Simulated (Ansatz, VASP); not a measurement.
Li3ClO in VASP and in Ansatz

INCAR

```
PREC     = Accurate       # precision mode
ENCUT    = 520            # plane-wave cutoff, eV
EDIFF    = 1E-7           # SCF threshold, eV
ISMEAR   = 0              # smearing method
SIGMA    = 0.05           # smearing width, eV
LREAL    = False          # projectors in reciprocal space
LASPH    = True           # aspherical terms in the spheres
NELM     = 100            # most SCF steps
ALGO     = Normal         # electronic algorithm
ISIF     = 2              # what is computed and relaxed
LWAVE    = False          # write WAVECAR
LCHARG   = False          # write CHGCAR
NBANDS   = 19             # bands
```

File KPOINTS:

```
regular mesh
0
Gamma
  6 6 6
```

The input POSCAR:

```
Li3ClO
1.0
    3.9083370000      0.0000000000      0.0000000000
    0.0000000000      3.9083370000      0.0000000000
    0.0000000000      0.0000000000      3.9083370000
Li Cl O
3 1 1
Direct
    0.0000000000      0.5000000000      0.5000000000
    0.5000000000      0.0000000000      0.5000000000
    0.5000000000      0.5000000000      0.0000000000
    0.0000000000      0.0000000000      0.0000000000
    0.5000000000      0.5000000000      0.5000000000
```

Input for Ansatz:

```yaml
crystal:
  lattice:
    - [3.908337, 0.0, 0.0]
    - [0.0, 3.908337, 0.0]
    - [0.0, 0.0, 3.908337]
  atoms:
    - { symbol: Li, position: [0.0, 0.5, 0.5] }
    - { symbol: Li, position: [0.5, 0.0, 0.5] }
    - { symbol: Li, position: [0.5, 0.5, 0.0] }
    - { symbol: Cl, position: [0.0, 0.0, 0.0] }
    - { symbol: O, position: [0.5, 0.5, 0.5] }
basis:
  ecutwfc: 420
kpoints:
  mp_grid: { grid: [6, 6, 6] }
hamiltonian:
  xc: lda
scf:
  occupations: { method: gaussian, width: 0.05 }
output:
  forces: true
  stress: true
  eigenvalues: true
```

The cell comes from a database or a generator and needn't be the stable form of this composition.

Alike in both runs: task single point; functional LDA; k mesh 6 × 6 × 6; occupations gaussian, width 0.05 eV; no spin polarisation.

|  | VASP | Ansatz |
| --- | --- | --- |
| version | VASP 6.6.1 | Ansatz 0.2.0 |
| potentials or method | VASP PAW LDA potentials, release 64 (Li_sv, Cl, O) | scalar-relativistic, plane waves, PAW |
| plane-wave cutoff (eV) | 520 | 420 |
| valence electrons in the cell | 22 | 22 |

|  | VASP | Ansatz | Ansatz less VASP |
| --- | --- | --- | --- |
| gap on the k mesh at the Fermi level (eV) | 4.59 | 4.57 | -0.018 |
| least direct gap on the mesh (eV) | 4.61 | 4.61 | -0.003 |

 A hybrid or GW would open this gap; LDA tends to underestimate it. A k mesh can miss the band edges.
